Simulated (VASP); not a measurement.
Consider the following.

```
AgSi2
1.0
    1.79255    -7.07408     0.00000
    1.79255     7.07408     0.00000
    0.00000     0.00000     3.52743
Si Ag
4 2
Direct
  0.93900   0.06100   0.25000
  0.06100   0.93900   0.75000
  0.25000   0.75000   0.25000
  0.75000   0.25000   0.75000
  0.60400   0.39600   0.25000
  0.39600   0.60400   0.75000
```

Calculation: PBE GGA, VASP's PBE PAW potentials (set 64) (plane waves; VASP). Run with 300 eV cut-off, 5×5×5 Γ-centred mesh, Fermi-Dirac smearing of 0.10 eV, potentials Si Ag.

Question: Give the energies of bands 9 to 22 at the high-symmetry points, in eV from the Fermi level.

Answer: 
| band | Γ | Y | C0 | Z | A0 | T | S | R |
|---|---|---|---|---|---|---|---|---|
| 9 | -5.89 | -5.78 | -6.00 | -6.08 | -6.06 | -5.90 | -6.03 | -5.75 |
| 10 | -5.76 | -5.75 | -5.93 | -6.08 | -6.06 | -5.90 | -5.97 | -5.75 |
| 11 | -5.69 | -5.66 | -5.88 | -5.71 | -5.19 | -5.76 | -5.88 | -5.15 |
| 12 | -5.67 | -5.56 | -5.50 | -5.71 | -5.19 | -5.76 | -5.49 | -5.15 |
| 13 | -5.44 | -5.50 | -5.11 | -4.95 | -4.84 | -4.91 | -5.17 | -5.01 |
| 14 | -2.57 | -3.35 | -4.89 | -4.95 | -4.84 | -4.91 | -4.97 | -5.01 |
| 15 | -1.94 | -2.71 | -4.87 | -3.90 | -4.42 | -3.11 | -4.96 | -4.34 |
| 16 | -0.89 | -1.66 | -2.00 | -3.90 | -4.42 | -3.11 | -2.42 | -4.34 |
| 17 | -0.83 | -1.35 | -1.89 | 0.53 | -2.46 | -1.42 | -0.28 | -2.68 |
| 18 | -0.48 | -0.47 | 0.58 | 0.53 | -2.46 | -1.42 | -0.22 | -2.68 |
| 19 | -0.35 | 0.72 | 0.80 | 0.99 | -1.32 | 0.54 | 0.74 | -1.10 |
| 20 | 0.14 | 1.53 | 1.09 | 0.99 | -1.32 | 0.54 | 0.84 | -1.10 |
| 21 | 1.53 | 1.54 | 1.40 | 2.39 | 0.48 | 2.56 | 0.91 | -0.35 |
| 22 | 1.91 | 2.28 | 1.72 | 2.39 | 0.48 | 2.56 | 2.25 | -0.35 |

It has no gap at this level: it comes out as a metal or semimetal.

The structure was generated: Si2Ag was put into an ordered model structure, which need not be its known phase. The cell was not relaxed at this level. The k-mesh is coarse (spacing up to 0.36 per Å, 2π included), so the numbers may not be converged in it.
